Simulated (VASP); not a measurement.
A run of VASP 6.6.1:

File POSCAR:

```
B2C                                     
1.0
    6.0335760005     -1.9402049592      0.0046625103
    6.0335760005      1.9402049592      0.0046625103
   -0.2865434345      0.0000000000      3.8582815620
  B               C             
     8     4
Direct
     0.3088963348846028    0.5880602198158370    0.6692591469613024
     0.6746212783446133    0.1927901294880859    0.2909017782139331
     0.8072098705119141    0.3253787216553867    0.7090982217860670
     0.4119397801841630    0.6911036651153972    0.3307408530386976
     0.3440008820830982    0.2915583535952643    0.4745528287783174
     0.7082792260160191    0.8965707350656132    0.0844237208061801
     0.7084416464047357    0.6559991179169018    0.5254471712216826
     0.1034292649343867    0.2917207739839808    0.9155762791938199
     0.0336068983030786    0.9663931016969215    0.5000000000000000
     0.5312021071780471    0.4687978928219529    0.0000000000000000
     0.4799375070430321    0.0166966658876817    0.7496345783007029
     0.9833033341123183    0.5200624929569678    0.2503654216992972
```

File INCAR.step1:

```
  ALGO = Normal
  EDIFF = 1E-6
  ENCUT = 520
  GGA = PE
  ISIF = 2
  ISMEAR = 0
  KPAR = 8
  LASPH = True
  LCHARG = True
  LREAL = False
  LWAVE = False
  NELM = 60
  PREC = Accurate
  SIGMA = 0.1
```

File KPOINTS.step1:

```
k-points
0
Gamma
  6 6 6
```

Contents of INCAR.step2:

```
  ALGO = Normal
  EDIFF = 1E-6
  ENCUT = 520
  GGA = PE
  ICHARG = 11
  ISIF = 2
  ISMEAR = -5
  KPAR = 8
  LASPH = True
  LCHARG = False
  LORBIT = 10
  LREAL = False
  LWAVE = False
  NEDOS = 1001
  NELM = 60
  PREC = Accurate
  SIGMA = 0.1
```

File KPOINTS.step2:

```
k-points
0
Gamma
  9 9 9
```

Potentials or basis: VASP PAW PBE potentials, release 64 (B, C).

Run with:

```console
$ cat potpaw_PBE.64/B/POTCAR potpaw_PBE.64/C/POTCAR > POTCAR
$ cp INCAR.step1 INCAR
$ cp KPOINTS.step1 KPOINTS
$ mpirun -np 8 vasp_std > vasp.out
$ cp INCAR.step2 INCAR
$ cp KPOINTS.step2 KPOINTS
$ mpirun -np 8 vasp_std > vasp.out
```

Hardware: 8 MPI ranks on Intel(R) Xeon(R) Platinum 8488C (Sapphire Rapids), on a shared host.

**Question.** How long does it take, and how much memory?

**Answer.** Wall time 2 min on 8 MPI ranks on Intel(R) Xeon(R) Platinum 8488C (Sapphire Rapids), on a shared host, peak memory 0.49 GiB a rank. Counts: scf iterations 7, k points 205.
